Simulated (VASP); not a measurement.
A convergence study with VASP on AgI (wurtzite): one setting is varied, all else stays as given below, so the limit is that of these other settings.

```xyz
4
Lattice="2.2950 -3.9751 0.0000 2.2950 3.9751 0.0000 0.0000 0.0000 7.5100" Properties=species:S:1:pos:R:3 pbc="T T T"
Ag     2.2950    -1.3250     3.7550
Ag     2.2950     1.3250     0.0000
I      2.2950    -1.3250     6.5713
I      2.2950     1.3250     2.8163
```

All values below come from PBE GGA, VASP's PBE PAW potentials (set 64) (plane waves; VASP). The tightest run used: 550 eV cut-off, 14×14×9 Γ-centred mesh, Gaussian smearing of 0.050 eV, potentials Ag I.

The reference is 14×14×9 mesh, which took about 10 core-minutes. Times come from single runs on busy shared machines, so they are rough: good to a factor of about 2.

Problem. Of the settings 1×1×1 mesh; 2×2×1 mesh; 3×3×2 mesh; 4×4×3 mesh; 5×5×3 mesh; 6×6×4 mesh; 7×7×5 mesh; 8×8×5 mesh; 9×9×6 mesh; 10×10×7 mesh; 11×11×7 mesh; 12×12×8 mesh; 13×13×9 mesh; 14×14×9 mesh, which is the lowest that keeps the difference from the reference in E (eV/atom) within 0.002 from there on, and what does it cost?

Solution. 5×5×3 mesh; its cost over the reference is about 1/10.
```tsv
setting	difference in E (eV/atom)	cost over the reference
1×1×1 mesh	2.2232	about 1/30
2×2×1 mesh	0.1341	about 1/20
3×3×2 mesh	0.0251	about 1/20
4×4×3 mesh	0.0049	about 1/10
5×5×3 mesh	0.0012	about 1/10
6×6×4 mesh	0.0003	about 1/5
7×7×5 mesh	0.0001	about 1/4
8×8×5 mesh	0.0000	about 1/4
9×9×6 mesh	0.0000	about 1/2
10×10×7 mesh	0.0000	about 1/2
11×11×7 mesh	0.0000	within a factor of 2
12×12×8 mesh	0.0000	within a factor of 2
13×13×9 mesh	0.0000	within a factor of 2
14×14×9 mesh	0.0000	reference
```

Left out are rungs that failed or repeat a setting and relaxations that didn't move; long series are thinned to 24 rows.

The compound is AgI in the wurtzite structure. The cell was not relaxed at this level.
